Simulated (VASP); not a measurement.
Here is the system:

```
CELL_PARAMETERS angstrom
      2.07609    -3.59589     0.00000
      2.07609     3.59589     0.00000
      0.00000     0.00000     6.89528
ATOMIC_POSITIONS crystal
  Mg 0.00000 0.00000 0.00000
  I  0.33333 0.66667 0.24227
  I  0.66667 0.33333 0.75773
```

Calculation: r2SCAN+rVV10, VASP's PBE PAW potentials (set 64) (plane waves; VASP 6.6.1). Numerical set-up: 520 eV cut-off, 7×7×4 Γ-centred mesh, tetrahedra with Blöchl corrections, potentials Mg I.

The path is coarsely sampled, so an indirect gap can come out somewhat too large. Unless said otherwise, spin-orbit coupling is left out, though it shifts the bands of the heavy elements here.

Task: What does the run give for the energy per atom (σ→0), band gap (over mesh and band path) with the smallest direct gap where there is one?

Result: 
```yaml
band gap (over mesh and band path): 4.08 eV
smallest direct gap (over mesh and band path): 4.44 eV
energy per atom (σ→0): -18.790 eV/atom
```

The compound is MgI2 in the 1T layered structure. It was relaxed first.
